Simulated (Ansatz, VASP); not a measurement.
InAsS4 in VASP and in Ansatz

File INCAR:

```
  PREC = Accurate
  ENCUT = 520
  EDIFF = 1E-7
  ISMEAR = 0
  SIGMA = 0.1
  LREAL = F
  LASPH = T
  NELM = 80
  ALGO = Normal
  ISIF = 2
  LWAVE = F
  LCHARG = T
  GGA = PE
  LELF = T
  LVHAR = T
  NBANDS = 30
```

Contents of KPOINTS:

```
regular mesh
0
Gamma
  4 4 4
```

Contents of POSCAR:

```
InAsS4
1.0
    0.0000000000      4.0674803100      4.0674803100
    4.0674803100      0.0000000000      4.0674803100
    4.0674803100      4.0674803100      0.0000000000
In As S
1 1 4
Direct
    0.2500000000      0.2500000000      0.2500000000
    0.0000000000      0.0000000000      0.0000000000
    0.1226123000      0.6257959000      0.6257959000
    0.6257959000      0.1226123000      0.6257959000
    0.6257959000      0.6257959000      0.1226123000
    0.6257959000      0.6257959000      0.6257959000
```

Input for Ansatz:

```yaml
crystal:
  lattice:
    - [0.0, 4.06748031, 4.06748031]
    - [4.06748031, 0.0, 4.06748031]
    - [4.06748031, 4.06748031, 0.0]
  atoms:
    - { symbol: In, position: [0.25, 0.25, 0.25] }
    - { symbol: As, position: [0.0, 0.0, 0.0] }
    - { symbol: S, position: [0.1226123, 0.6257959, 0.6257959] }
    - { symbol: S, position: [0.6257959, 0.1226123, 0.6257959] }
    - { symbol: S, position: [0.6257959, 0.6257959, 0.1226123] }
    - { symbol: S, position: [0.6257959, 0.6257959, 0.6257959] }
basis:
  ecutwfc: 420
kpoints:
  mp_grid: { grid: [4, 4, 4] }
hamiltonian:
  xc: pbe
scf:
  occupations: { method: gaussian, width: 0.1 }
  lower_state_search: "off"
output:
  forces: true
  stress: true
  eigenvalues: true
```

Change from the starting cell: species swapped into the HoCu4Pd type (F-43m, No. 216).

Alike in both runs: task single point; functional PBE; k mesh 4 × 4 × 4; occupations gaussian, width 0.1 eV; no spin polarisation.

```csv
,VASP,Ansatz
version,VASP 6.6.1,Ansatz 0.2.0
potentials or method,"VASP PAW PBE potentials, release 64 (In_d, As, S)","scalar-relativistic, plane waves, PAW"
plane-wave cutoff (eV),520,420
valence electrons in the cell,42,52
```

|  | VASP | Ansatz | Ansatz less VASP |
| --- | --- | --- | --- |
| gap on the k mesh at the Fermi level (eV) | none | none | - |
| pressure (GPa) | -5.7 | -5.6 | +0.05 |
| rms of the force components (eV/Å) | 0.017 | 0.018 | +0.0005 |

Atom by atom the forces differ by 0.000 eV/Å (rms over components). A gap of «none» marks a metal or a gap that the smearing closes. The two sets of potentials don't hold the same shells in valence.
